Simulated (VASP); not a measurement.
# Vibrations of MoS2: a test of the settings, part 3 of 3

How far do the zone-centre frequencies of MoS2 depend on the numerical settings? The starting structure is a measured crystal structure from the Crystallography Open Database.

VASP 6.6.1.

Results so far: reference B1g (2) 475.9 cm⁻¹; a 4×4×1 mesh B1g (2) 473.6 cm⁻¹.

The database entry behind the starting cell differs from later determinations by our own check (about 0.3 % long), so it need not match the best structure at ambient conditions.

## Step 4: Modes with a cutoff of 260 eV

Level of this step: LDA; plane waves and PAW (Mo_sv, S) (VASP).

Against step 2 the input has ENCUT = 260.

Input file INCAR:

```
SYSTEM = MoS2
PREC = Accurate
ENCUT = 260
EDIFF = 1E-08
NELM = 100
ISMEAR = 0
SIGMA = 0.03
LREAL = .FALSE.
ALGO = Normal
GGA = CA
NBANDS = 32
LORBIT = 11
LWAVE = .FALSE.
LCHARG = .FALSE.
KPAR = 4
IBRION = 8
LEPSILON = .TRUE.
ISIF = 2
```

Input file POSCAR:

```
MoS2
1.0
    3.1228966759      0.0000000000      0.0000000000
   -1.5614483380      2.7045078548      0.0000000000
    0.0000000000      0.0000000000     12.0635980418
Mo S
2 4
Direct
    0.6666666667      0.3333333333      0.7500000000
    0.3333333333      0.6666666667      0.2500000000
    0.6666666667      0.3333333333      0.3788591205
    0.3333333333      0.6666666667      0.8788591205
    0.6666666667      0.3333333333      0.1211408795
    0.3333333333      0.6666666667      0.6211408795
```

Input file KPOINTS:

```
Automatic mesh
0
Gamma
8 8 2
0 0 0
```

PAW data sets: Mo_sv and S (LDA family, release 64).

Command:

```
$ mpirun -np 4 vasp_std
```

The program printed:

```text
[... set-up lines as in an earlier step ...]
 entering main loop
       N       E                     dE             d eps       ncg     rms          rms(c)
DAV:   1     0.287457253256E+03    0.28746E+03   -0.21269E+04  1560   0.913E+02
DAV:   2    -0.367617309971E+02   -0.32422E+03   -0.31535E+03  1624   0.306E+02
DAV:   3    -0.514693351531E+02   -0.14708E+02   -0.14598E+02  1640   0.590E+01
DAV:   4    -0.517248454115E+02   -0.25551E+00   -0.25502E+00  1504   0.784E+00
[...]
DAV:  16    -0.489045919890E+02    0.15416E-06   -0.73586E-07  1624   0.529E-03    0.627E-04
DAV:  17    -0.489045920020E+02   -0.13013E-07   -0.30225E-08  1352   0.108E-03    0.458E-04
DAV:  18    -0.489045920024E+02   -0.44474E-09   -0.92375E-10   936   0.159E-04
   1 F= -.48904592E+02 E0= -.48904592E+02  d E =-.646581E-26
 Linear response reoptimize wavefunctions to high precision
DAV:   1    -0.489045920026E+02   -0.22374E-09   -0.17408E-09   952   0.231E-04
DAV:   2    -0.489045920026E+02    0.15461E-10   -0.24023E-10   904   0.791E-05
 Linear response G [H, r] |phi>, progress :
  Direction:   1
[...]
RMM:  20    -0.900215172341E-01    0.33445E-08   -0.37033E-06  4596   0.180E-04    0.136E-07
 first order change of Fermi-energy  -0.58962E+00
 force on displaced ion       3 direction 1 : -10.300   0.001   0.000
 Born effective charge ion    3 direction 1 :   0.573   0.000   0.000
 Linear response progress:
  Degree of freedom:   4/  4
       N       E                     dE             d eps       ncg     rms          rms(c)
RMM:   1    -0.167235445677E+00   -0.16724E+00   -0.12560E-01  3101   0.154E+00
RMM:   2    -0.147390794219E+00    0.19845E-01   -0.15096E-02  2008   0.459E-01    0.387E-01
RMM:   3    -0.147430732126E+00   -0.39938E-04   -0.17891E-03  2071   0.131E-01    0.258E-01
RMM:   4    -0.147607195616E+00   -0.17646E-03   -0.21991E-04  2021   0.707E-02    0.376E-02
[...]
RMM:  30    -0.147642517508E+00    0.15263E-07    0.14692E-06  1360   0.206E-04    0.134E-07
RMM:  31    -0.147642523823E+00   -0.63154E-08    0.15131E-06  1352   0.206E-04    0.152E-07
RMM:  32    -0.147642534140E+00   -0.10317E-07    0.13424E-06  1350   0.206E-04    0.156E-07
 first order change of Fermi-energy  -0.48784E+00
 force on displaced ion       3 direction 3 :   0.000  -0.000 -18.010
 Born effective charge ion    3 direction 3 :   0.000   0.000   0.407
 Born effective charges drift removed
 Linear response finished
```

It took 2.3 min on 4 MPI ranks of AMD EPYC 9R14 (Zen 4), shared host; peak memory 1.1 GiB; 9 min of CPU time.

OUTCAR, selected parts (step 4):

```text
  Total       -1.0686772     -1.0686772     -1.1234059      0.0000000      0.0000000      0.0000000
  in kB      -16.8048416    -16.8048416    -17.6654438      0.0000000      0.0000000      0.0000000
  external PRESSURE =     -17.0917090 kB  Pullay stress =       0.0000000 kB

 POSITION                                       TOTAL-FORCE (eV/Angst)
 -----------------------------------------------------------------------------------
      1.56145      0.90150      9.04770         0.000000      0.000000      0.000000
     -0.00000      1.80301      3.01590        -0.000000     -0.000000      0.000000
      1.56145      0.90150      4.57040         0.000000     -0.000000      0.023941
     -0.00000      1.80301     10.60220        -0.000000      0.000000      0.023941
      1.56145      0.90150      1.46139         0.000000     -0.000000     -0.023941
     -0.00000      1.80301      7.49319        -0.000000      0.000000     -0.023941
 -----------------------------------------------------------------------------------
    total drift:                               -0.000000      0.000000     -0.000000

 MACROSCOPIC STATIC DIELECTRIC TENSOR (including local field effects in DFT)
 ------------------------------------------------------
          15.407987    -0.000000    -0.000000
          -0.000000    15.407987     0.000000
           0.000000    -0.000000     7.450050
 ------------------------------------------------------

 MACROSCOPIC STATIC DIELECTRIC TENSOR IONIC CONTRIBUTION
 ------------------------------------------------------
           0.211145    -0.000000     0.000000
          -0.000000     0.211145    -0.000000
           0.000000    -0.000000     0.072614
 ------------------------------------------------------

[... 1 part as in an earlier step ...]

[... 1 further part left out ...]
```

With a cutoff of 260 eV the compared modes are at the top B1g (2) 476.6, A2u 471.4 cm⁻¹, at the bottom B1g (1) 56.1, E2g 36.7 cm⁻¹, with 4 more of the listed ones between; the largest shift among the levels compared is +0.9 cm⁻¹, in B1g (1), from the reference.

## Step 5: Modes with a 10×10×4 mesh

Against step 2 the input has a 10×10×4 mesh.

Edit INCAR of step 4 so:

```diff
@@ -2,3 +2,3 @@
 PREC = Accurate
-ENCUT = 260
+ENCUT = 450
 EDIFF = 1E-08
```

POSCAR is that of step 4.

Input file KPOINTS:

```
Automatic mesh
0
Gamma
10 10 4
0 0 0
```

Command:

```
$ mpirun -np 4 vasp_std
```

The program printed:

```text
[... set-up lines as in an earlier step ...]
 entering main loop
       N       E                     dE             d eps       ncg     rms          rms(c)
DAV:   1     0.433136898578E+03    0.43314E+03   -0.27362E+04  3016   0.139E+03
DAV:   2    -0.269418596122E+02   -0.46008E+03   -0.44846E+03  3200   0.389E+02
DAV:   3    -0.513302152913E+02   -0.24388E+02   -0.24196E+02  3456   0.789E+01
DAV:   4    -0.517989724675E+02   -0.46876E+00   -0.46734E+00  3256   0.109E+01
[...]
DAV:  15    -0.489571119947E+02    0.12820E-07   -0.81446E-07  3376   0.509E-03    0.365E-03
DAV:  16    -0.489571118554E+02    0.13933E-06   -0.67198E-07  3416   0.519E-03    0.653E-04
DAV:  17    -0.489571118588E+02   -0.34142E-08   -0.36181E-08  2904   0.106E-03
   1 F= -.48957112E+02 E0= -.48957112E+02  d E =-.150799E-27
 Linear response reoptimize wavefunctions to high precision
DAV:   1    -0.489571118585E+02    0.36744E-09   -0.11873E-09  2104   0.191E-04
DAV:   2    -0.489571118585E+02    0.54570E-11   -0.10605E-10  2024   0.624E-05
 Linear response G [H, r] |phi>, progress :
  Direction:   1
[...]
RMM:  30    -0.910139502094E-01   -0.91120E-08   -0.26275E-07 16533   0.712E-05    0.265E-07
 first order change of Fermi-energy  -0.14888E+00
 force on displaced ion       3 direction 1 : -10.277  -0.000  -0.000
 Born effective charge ion    3 direction 1 :   0.563   0.000   0.000
 Linear response progress:
  Degree of freedom:   4/  4
       N       E                     dE             d eps       ncg     rms          rms(c)
RMM:   1    -0.171565139455E+00   -0.17157E+00   -0.15779E-01  7906   0.160E+00
RMM:   2    -0.148392312518E+00    0.23173E-01   -0.15096E-02  4970   0.513E-01    0.383E-01
RMM:   3    -0.148456934295E+00   -0.64622E-04   -0.14569E-03  5117   0.142E-01    0.260E-01
RMM:   4    -0.148658193045E+00   -0.20126E-03   -0.37861E-04  5008   0.810E-02    0.360E-02
[...]
RMM:  21    -0.148685703966E+00    0.27858E-07   -0.64368E-07  4477   0.744E-05    0.174E-07
RMM:  22    -0.148685730738E+00   -0.26772E-07   -0.65913E-07  4509   0.744E-05    0.136E-07
RMM:  23    -0.148685717008E+00    0.13729E-07   -0.64090E-07  4509   0.744E-05    0.147E-07
 first order change of Fermi-energy  -0.39733E+00
 force on displaced ion       3 direction 3 :  -0.000   0.000 -17.955
 Born effective charge ion    3 direction 3 :   0.000   0.000   0.404
 Born effective charges drift removed
 Linear response finished
```

It took 15 min on 4 MPI ranks; peak memory 4.2 GiB.

Parts of OUTCAR (step 5):

```text
  Total       -0.0025530     -0.0025530     -0.0158114      0.0000000     -0.0000000     -0.0000000
  in kB       -0.0401458     -0.0401458     -0.2486333      0.0000000     -0.0000000     -0.0000000
  external PRESSURE =      -0.1096416 kB  Pullay stress =       0.0000000 kB

 POSITION                                       TOTAL-FORCE (eV/Angst)
 -----------------------------------------------------------------------------------
      1.56145      0.90150      9.04770        -0.000000      0.000000      0.000000
     -0.00000      1.80301      3.01590         0.000000     -0.000000      0.000000
      1.56145      0.90150      4.57040        -0.000000      0.000000      0.001632
     -0.00000      1.80301     10.60220         0.000000     -0.000000      0.001632
      1.56145      0.90150      1.46139        -0.000000      0.000000     -0.001632
     -0.00000      1.80301      7.49319         0.000000     -0.000000     -0.001632
 -----------------------------------------------------------------------------------
    total drift:                               -0.000000      0.000000     -0.000000

 MACROSCOPIC STATIC DIELECTRIC TENSOR (including local field effects in DFT)
 ------------------------------------------------------
          15.372232    -0.000000     0.000000
          -0.000000    15.372232     0.000000
           0.000000    -0.000000     7.404950
 ------------------------------------------------------

 MACROSCOPIC STATIC DIELECTRIC TENSOR IONIC CONTRIBUTION
 ------------------------------------------------------
           0.211116    -0.000000     0.000000
          -0.000000     0.211116    -0.000000
           0.000000    -0.000000     0.074466
 ------------------------------------------------------

[... 1 part as in an earlier step ...]

[... 1 further part left out ...]
```

With a 10×10×4 mesh the compared modes are at the top B1g (2) 475.3, A2u 470.7 cm⁻¹, at the bottom B1g (1) 55.4, E2g 36.1 cm⁻¹, with 4 more of the listed ones between; the largest shift among the levels compared is -0.6 cm⁻¹, in B1g (2), from the reference.

## Step 6: Modes with finite displacements

Against step 2 the input has IBRION = 6, NFREE = 2, POTIM = 0.015 and no LEPSILON (also changed: NSW).

Edit INCAR of step 5 so:

```diff
@@ -15,4 +15,6 @@
 KPAR = 4
-IBRION = 8
-LEPSILON = .TRUE.
+IBRION = 6
+NFREE = 2
+POTIM = 0.015
+NSW = 1
 ISIF = 2
```

POSCAR is that of step 5.

Input file KPOINTS:

```
Automatic mesh
0
Gamma
8 8 2
0 0 0
```

Command:

```
$ mpirun -np 4 vasp_std
```

The program printed:

```text
[... set-up lines as in an earlier step ...]
 entering main loop
       N       E                     dE             d eps       ncg     rms          rms(c)
[... 17 cycles as in an earlier step ...]
   1 F= -.48956284E+02 E0= -.48956284E+02  d E =-.702546E-55
[... from here on, the cycles between the ionic steps are left out ...]
   2 F= -.48953874E+02 E0= -.48953874E+02  d E =-.688778E-11
   3 F= -.48953874E+02 E0= -.48953874E+02  d E =-.688745E-11
   4 F= -.48952725E+02 E0= -.48952725E+02  d E =-.297870E-54
   5 F= -.48952725E+02 E0= -.48952725E+02  d E =-.297888E-54
   6 F= -.48955129E+02 E0= -.48955129E+02  d E =-.123014E-10
   7 F= -.48955129E+02 E0= -.48955129E+02  d E =-.123023E-10
   8 F= -.48954320E+02 E0= -.48954320E+02  d E =-.876446E-52
   9 F= -.48954215E+02 E0= -.48954215E+02  d E =-.232772E-11
 Finite differences progress:
  Degree of freedom:   4/  4
  Displacement:        2/  2
  Total:               8/  8
```

The job ended after 2.1 min (4 MPI ranks; peak memory 1.4 GiB; 8.5 min of CPU time).

From OUTCAR (step 6):

```text
  Total        0.1647442      0.1647442      0.4311474     -0.0000000     -0.0000000     -0.0000000
  in kB        2.5905862      2.5905862      6.7797495     -0.0000000     -0.0000000     -0.0000000
  external PRESSURE =       3.9869739 kB  Pullay stress =       0.0000000 kB

 POSITION                                       TOTAL-FORCE (eV/Angst)
 -----------------------------------------------------------------------------------
      1.56145      0.90150      9.04770        -0.000000      0.000000     -0.000076
     -0.00000      1.80301      3.01590         0.000000     -0.000000     -0.239098
      1.56145      0.90150      4.55540        -0.000000      0.000000      0.275524
     -0.00000      1.80301     10.60220        -0.000000      0.000000      0.001366
      1.56145      0.90150      1.46139         0.000000      0.000000     -0.031870
     -0.00000      1.80301      7.49319        -0.000000     -0.000000     -0.005846
 -----------------------------------------------------------------------------------
    total drift:                               -0.000000     -0.000000     -0.000033

  FREE ENERGIE OF THE ION-ELECTRON SYSTEM (eV)
  ---------------------------------------------------
  free  energy   TOTEN  =       -48.9542145354 eV

  energy  without entropy=      -48.9542145354  energy(sigma->0) =      -48.95421454

[... 2 parts as in an earlier step ...]

[... 1 further part left out ...]
[key lines of the parts left out:]
E-fermi :   8.2136
```

The last energy, forces and stress in OUTCAR belong to the last displaced cell, not to that of POSCAR.

With finite displacements the compared modes are at the top B1g (2) 474.6, A2u 470.7 cm⁻¹, at the bottom B1g (1) 56.8, E2g 35.7 cm⁻¹, with 4 more of the listed ones between; the largest shift among the levels compared is +1.6 cm⁻¹, in B1g (1), from the reference.

## Step 7: Comparison

```tsv
run	B1g (2)	A2u	A1g	B2u	E1g	E2u	B1g (1)	E2g	method	core minutes
reference	475.9	470.8	413.0	408.7	290.7	287.4	55.2	36.2	perturbation theory	22.3
a 4×4×1 mesh	473.6	471.8	418.7	410.7	288.6	288.1	54.8	34.9	perturbation theory	4.53
a cutoff of 260 eV	476.6	471.4	413.0	408.8	290.9	287.7	56.1	36.7	perturbation theory	9.07
a 10×10×4 mesh	475.3	470.7	412.9	408.8	290.4	287.4	55.4	36.1	perturbation theory	60.2
finite displacements	474.6	470.7	413.0	408.5	290.0	287.3	56.8	35.7	finite displacements	8.6
```

Modes are in cm⁻¹, degenerate ones as one, matched between runs by symmetry and order. A number in brackets counts the listed modes of one symmetry from the lowest. The symmetry labels come from an automatic analysis and can be wrong where levels nearly coincide. Levels within 1 cm⁻¹ of another in the first run are left out, since their labels are uncertain. Core minutes are wall time times ranks of the run shown, on a shared host.

## Step 8: Summary of results

```yaml
b1g_2_reference: 475.9 cm⁻¹
e2g_reference: 36.2 cm⁻¹
b1g_2_a_4x4x1_mesh: 473.6 cm⁻¹
e2g_a_4x4x1_mesh: 34.9 cm⁻¹
b1g_2_a_cutoff_of_260_ev: 476.6 cm⁻¹
e2g_a_cutoff_of_260_ev: 36.7 cm⁻¹
b1g_2_a_10x10x4_mesh: 475.3 cm⁻¹
e2g_a_10x10x4_mesh: 36.1 cm⁻¹
b1g_2_finite_displacements: 474.6 cm⁻¹
e2g_finite_displacements: 35.7 cm⁻¹
```

The largest change comes with a 4×4×1 mesh: +5.7 cm⁻¹ in A1g. On finer settings the modes change by up to -0.6 cm⁻¹ in B1g (2) with a 10×10×4 mesh. Other changes move the modes by more: +5.7 cm⁻¹ in A1g with a 4×4×1 mesh, +0.9 cm⁻¹ in B1g (1) with a cutoff of 260 eV and +1.6 cm⁻¹ in B1g (1) with finite displacements. The dielectric constants and Born charges in the logs aren't compared here; at a small gap they can be far off, and in a run without a gap they mean nothing. The frequencies are harmonic, and the splitting of polar modes by their long-range field is left out. Further runs on this material are not shown.

[Lines on the potential files, build, host, timing and source positions are cut from VASP's logs without a mark.]

[Logs are printed without paths, hosts, clocks, repeated set-up lines and the standing remarks that a program may print on its own settings, such as how far it seeks lower states.]

[Hosts, paths, dates, database ids (printed as entryN), source tags and the programs' standing remarks are cut or masked in the printed files.]
